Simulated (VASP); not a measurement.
Write the native input for VASP 6.6.1 that does the following.

* Task: relaxation of cell and atoms
* Functional: PBE
* Dispersion: D4
* Potentials or basis: VASP PAW PBE potentials, release 64 (Hf_pv, In_d, Si, O)
* Cutoff: 600 eV
* k mesh: 6 × 6 × 4
* Occupations: fermi-dirac, width 0.05 eV
* Spin: no spin polarisation
* Further INCAR settings: ALGO = Fast; EDIFF = 1e-07; IBRION = 2; EDIFFG = -0.01; NSW = 40; ISIF = 3

The structure of HfIn4SiO6 lies in POSCAR:

```
HfIn4SiO6
1.0
    2.7158500000     -4.7035700000      0.0083300000
    2.7158500000      4.7035700000      0.0083300000
   -1.8791500000      0.0000000000      7.4012700000
Hf In Si O
1 4 1 6
Direct
    0.7883500000      0.2116500000      0.0000000000
    0.6217500000      0.3782500000      0.5000000000
    0.4550200000      0.5449800000      0.0000000000
    0.2840700000      0.7159300000      0.5000000000
    0.9581400000      0.0418600000      0.5000000000
    0.1216800000      0.8783200000      0.0000000000
    0.0621900000      0.1141500000      0.8666600000
    0.8858500000      0.9378100000      0.1333400000
    0.7949000000      0.5378400000      0.8666300000
    0.4621600000      0.2051000000      0.1333700000
    0.1535200000      0.6287900000      0.1333300000
    0.3712100000      0.8464800000      0.8666700000
```

The cell was built by a generator and needn't be a form met in nature.

One way to write it, as run:

INCAR

```
SYSTEM = HfIn4SiO6
PREC     = Accurate       ! precision mode
ENCUT    = 600            ! plane-wave cutoff, eV
EDIFF    = 1E-7           ! SCF threshold, eV
ISMEAR   = -1             ! smearing method
SIGMA    = 0.05           ! smearing width, eV
LREAL    = .FALSE.        ! projectors in reciprocal space
LASPH    = .TRUE.         ! aspherical terms in the spheres
NELM     = 80             ! most SCF steps
ALGO     = Fast           ! electronic algorithm
ISIF     = 3              ! what is computed and relaxed
LWAVE    = .FALSE.        ! write WAVECAR
LCHARG   = .FALSE.        ! write CHGCAR
GGA      = PE             ! functional
IVDW     = 13             ! dispersion correction
IBRION   = 2              ! ionic algorithm
NSW      = 40             ! ionic steps
EDIFFG   = -0.01          ! ionic threshold
KPAR     = 4
```

KPOINTS

```
Automatic mesh
0
G
  6 6 4
  0 0 0
```

Potentials or basis: VASP PAW PBE potentials, release 64 (Hf_pv, In_d, Si, O).

The run is started by

```bash
$ cat potpaw_PBE.64/Hf_pv/POTCAR potpaw_PBE.64/In_d/POTCAR potpaw_PBE.64/Si/POTCAR potpaw_PBE.64/O/POTCAR > POTCAR
$ mpirun -np 4 vasp_std > vasp.out
```

It gave:

| Property | Result |
| --- | --- |
| Relaxed volume | 15.18 Å³/atom |
| Relaxed cell | a = 5.391 Å, b = 5.391 Å, c = 7.465 Å, α = 97.11°, β = 97.11°, γ = 119.94° |
| Space group after relaxing (to 0.05 Å) | C2 (No. 5) |
| Energy gained by relaxing | 5.5 meV/atom |
| Ionic steps | 10 |
| Pressure after relaxing | 0.0 GPa |
| Largest force after relaxing | 0.009 eV/Å |
| Band gap on the k mesh | none (metal or under the smearing width) |
| Dispersion energy per atom | -0.248 eV |

Caveat: pairwise dispersion overbinds metals, which lowers pressure and volume.

It took 31 min on 4 MPI ranks on AMD EPYC 7R13 Processor (Zen 3), on a shared host, peak memory 0.78 GiB a rank.
